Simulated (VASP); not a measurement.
The input files of a VASP run:

INCAR:
```
SYSTEM = ZnCdSe2
PREC = Accurate
ENCUT = 400
EDIFF = 1E-7
NELM = 100
ALGO = Normal
LREAL = .FALSE.
LASPH = .TRUE.
ISMEAR = -5
GGA = PS
LMAXMIX = 4
LWAVE = .FALSE.
LCHARG = .TRUE.
LORBIT = 11
NEDOS = 601
ISIF = 2
LEFG = .TRUE.
```

**KPOINTS**
```
kpoints
0
gamma
 7 7 7
```

**POSCAR**
```
ZnCdSe2
1
    2.0661926477     1.1929168721     6.8078012886
   -2.0661926477     1.1929168721     6.8078012886
    0.0000000000    -2.3858337442     6.8078012886
Zn Cd Se
1 1 2
Direct
  0.4992370253   0.4992370253   0.4992370253
  0.0018565200   0.0018565200   0.0018565200
  0.1304270638   0.1304270638   0.1304270638
  0.6184733908   0.6184733908   0.6184733908
```

POTCAR, in this order: Zn Cd Se (PBE.64 set). Program: vasp_std.

**Question.** Translate this PBEsol calculation to Ansatz.

**Answer.** One equivalent input (not run):
Ansatz 0.2 input:
```yaml
crystal:
  lattice:
    - [2.0661926, 1.1929169, 6.8078013]
    - [-2.0661926, 1.1929169, 6.8078013]
    - [0.0000000, -2.3858337, 6.8078013]
  atoms:
    - { symbol: Zn, position: [0.4992370, 0.4992370, 0.4992370] }
    - { symbol: Cd, position: [0.0018565, 0.0018565, 0.0018565] }
    - { symbol: Se, position: [0.1304271, 0.1304271, 0.1304271] }
    - { symbol: Se, position: [0.6184734, 0.6184734, 0.6184734] }
kpoints:
  mp_grid: { grid: [7, 7, 7] }
hamiltonian:
  xc: pbesol
  pseudopotentials: { kind: paw }
scf:
  occupations: { method: tetrahedron }
  max_iter: 100
output: { forces: true, stress: true, eigenvalues: true }
```
Limits of the translation: each code has its own PAW files, so the cut-off isn't converted (ENCUT is set for VASP's; basis.ecutwfc is left out, and Ansatz then takes the one that its files recommend); Ansatz stops its SCF on the density residual and VASP on the energy change (EDIFF); the field gradients of LEFG aren't asked of the other code.

The structure comes from a computed database's ZnCdSe2 entry (R3m); how it stands against other phases isn't given here. It was relaxed first, which changed the volume by -6 %.
